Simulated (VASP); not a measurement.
Given:

```
CELL_PARAMETERS angstrom
      0.00000     3.00778     3.00778
      3.00778     0.00000     3.00778
      3.00778     3.00778     0.00000
ATOMIC_POSITIONS crystal
  In 0.00000 0.00000 0.00000
  P  0.25000 0.25000 0.25000
```

These are PW91 GGA, VASP's PBE PAW potentials (set 64) (plane waves; VASP 6.6.1) values and carry that method's errors. Run with 520 eV cut-off, 8×8×8 Γ-centred mesh, Gaussian smearing of 0.050 eV, potentials In_d P.

Unless said otherwise, spin-orbit coupling is left out, though it shifts the bands of the heavy elements here.

What does the run give for the energy per atom (σ→0), pressure, band gap (on the k-mesh) with the smallest direct gap where there is one?

- band gap (on the k-mesh) = 0.26 eV
- smallest direct gap (on the k-mesh) = 0.26 eV
- energy per atom (σ→0) = -4.223 eV/atom
- pressure = -1.65 GPa

The compound is InP in the zinc blende structure. This cell is one point of a volume scan, at 1.03 of the reference volume.
